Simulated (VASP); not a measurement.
Data:

```yaml
crystal:
  lattice:
    - [2.87638, 0.00000, 0.00000]
    - [0.00000, 2.87638, 0.00000]
    - [0.00000, 0.00000, 2.87638]
  atoms:
    - { symbol: Ti, position: [0.00000, 0.00000, 0.00000] }
    - { symbol: Co, position: [0.50000, 0.50000, 0.50000] }
```

Calculation: vdW-DF-cx, VASP's PBE PAW potentials (set 64) (plane waves; VASP). Settings: 520 eV cut-off, 12×12×12 Γ-centred mesh, first-order Methfessel-Paxton smearing of 0.10 eV, potentials Ti_sv Co.

Q: Give the stress tensor in GPa (positive for a compressed cell).

A: 
```
13.00   0.00   0.00
 0.00  13.00   0.00
 0.00   0.00  13.00
```
The pressure is its mean diagonal, 13.00 GPa.

The compound is TiCo in the CsCl type structure. This cell is one point of a volume scan, at 0.94 of the reference volume. The run is not spin-polarised, so no magnetic state was tried. The electron count is odd and the run is not spin-polarised, which forces a metal.
